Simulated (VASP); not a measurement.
Input:

```
Cd
1.0
   -1.75473     1.75473     1.75473
    1.75473    -1.75473     1.75473
    1.75473     1.75473    -1.75473
Cd
1
Direct
  0.00000   0.00000   0.00000
```

All values below come from r2SCAN meta-GGA, VASP's PBE PAW potentials (set 64) (plane waves; VASP 6.6.1). Settings: 400 eV cut-off, 13×13×13 Γ-centred mesh, first-order Methfessel-Paxton smearing of 0.10 eV, potentials Cd.

**Question.** The ions, cell shape and volume are relaxed. Which structure does the run end with?

**Answer.** 
```
Cd
1.0
   -1.76140     1.76140     1.76140
    1.76140    -1.76140     1.76140
    1.76140     1.76140    -1.76140
Cd
1
Direct
  0.00000   0.00000   0.00000
```
Space group Im-3m (229), at a tolerance of 0.03 Å.

**Question.** How do energy and volume change from the first to the last step?

**Answer.** The energy (σ→0) changes by -0.5 meV/atom and the volume by +1.1 %, in 3 ionic steps.

The structure was generated: Cd was put into the bcc type (Im-3m), which need not be its known phase. This run relaxes it. Symmetry was kept, so distortions that lower it aren't found.
